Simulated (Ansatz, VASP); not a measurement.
**Two plane-wave programs on TaPtS4**

INCAR

```
SYSTEM = TaPtS4
  PREC = Accurate
  ENCUT = 600
  EDIFF = 1E-6
  ISMEAR = 0
  SIGMA = 0.1
  LREAL = .FALSE.
  LASPH = .TRUE.
  NELM = 60
  ALGO = Normal
  ISIF = 3
  LWAVE = .FALSE.
  LCHARG = .FALSE.
  GGA = PE
  IBRION = 2
  NSW = 90
  EDIFFG = -0.04
```

Contents of KPOINTS:

```
regular mesh
0
G
  4 4 4
  0 0 0
```

Contents of POSCAR:

```
TaPtS4
1.0
    0.0000000000      3.7984614586      3.7984614586
    3.7984614586      0.0000000000      3.7984614586
    3.7984614586      3.7984614586      0.0000000000
Ta Pt S
1 1 4
Direct
    0.0000000000      0.0000000000      0.0000000000
    0.7500000000      0.7500000000      0.7500000000
    0.3750000000      0.8750000000      0.3750000000
    0.3750000000      0.3750000000      0.8750000000
    0.3750000000      0.3750000000      0.3750000000
    0.8750000000      0.3750000000      0.3750000000
```

Input for Ansatz:

```yaml
crystal:
  lattice:
    - [0.0, 3.7984614586, 3.7984614586]
    - [3.7984614586, 0.0, 3.7984614586]
    - [3.7984614586, 3.7984614586, 0.0]
  atoms:
    - { symbol: Ta, position: [0.0, 0.0, 0.0] }
    - { symbol: Pt, position: [0.75, 0.75, 0.75] }
    - { symbol: S, position: [0.375, 0.875, 0.375] }
    - { symbol: S, position: [0.375, 0.375, 0.875] }
    - { symbol: S, position: [0.375, 0.375, 0.375] }
    - { symbol: S, position: [0.875, 0.375, 0.375] }
basis:
  ecutwfc: 420
kpoints:
  mp_grid: { grid: [4, 4, 4] }
hamiltonian:
  xc: pbe
scf:
  occupations: { method: gaussian, width: 0.1 }
  lower_state_search: "off"
output:
  forces: true
  stress: true
  eigenvalues: true
relax:
  adjacent_minimum: "off"
  f_tol: 0.04
  max_steps: 70
  cell: { stress_tol: 0.4 }
```

Alike in both runs: task relaxation of cell and atoms; functional PBE; k mesh 4 × 4 × 4; occupations gaussian, width 0.1 eV; no spin polarisation.

```csv
,VASP,Ansatz
version,VASP 6.6.1,Ansatz 0.2.0
potentials or method,"VASP PAW PBE potentials, release 64 (Ta_pv, Pt, S)","scalar-relativistic, plane waves, PAW"
plane-wave cutoff (eV),600,420
valence electrons in the cell,45,55
```

```tsv
	VASP	Ansatz	Ansatz less VASP
gap on the k mesh at the Fermi level, each at its own relaxed structure (eV)	none	none	-
relaxed volume (Å³/atom)	15.78	15.77	-0.009
relaxed cell length with the largest relative difference (Å)	5.115	5.114	-0.0009
energy change over the relaxation (meV/atom)	-104	-103	+0.8
```

A gap of «none» marks a metal or a gap that the smearing closes. The two sets of potentials don't hold the same shells in valence.

Spin-orbit coupling is left out, which matters for the levels of Pt, Ta.
